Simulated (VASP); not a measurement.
```yaml
crystal:
  lattice:
    - [1.71504, 0.99018, 6.58811]
    - [-1.71504, 0.99018, 6.58811]
    - [0.00000, -1.98036, 6.58811]
  atoms:
    - { symbol: Na, position: [0.50000, 0.50000, 0.50000] }
    - { symbol: Ti, position: [0.00000, 0.00000, 0.00000] }
    - { symbol: S, position: [0.73849, 0.73849, 0.73849] }
    - { symbol: S, position: [0.26151, 0.26151, 0.26151] }
```

All values below come from LDA (Ceperley-Alder, Perdew-Zunger), VASP's LDA PAW potentials (set 64) (plane waves; VASP). Settings: 400 eV cut-off, 12×12×12 Γ-centred mesh, tetrahedra with Blöchl corrections, potentials Na_pv Ti_sv S.

What does the run give for the energy per atom (σ→0), band gap (on the k-mesh) with the smallest direct gap where there is one?

```
Property                                                    Result
------------------------  ----------------------------------------
band gap (on the k-mesh)  none (metal, semimetal or under 0.01 eV)
energy per atom (σ→0)                               -6.296 eV/atom
```

The structure comes from a computed database's NaTiS2 entry (R-3m); how it stands against other phases isn't given here. It was relaxed first, which changed the volume by -8 %. The electron count is odd and the run is not spin-polarised, which forces a metal.
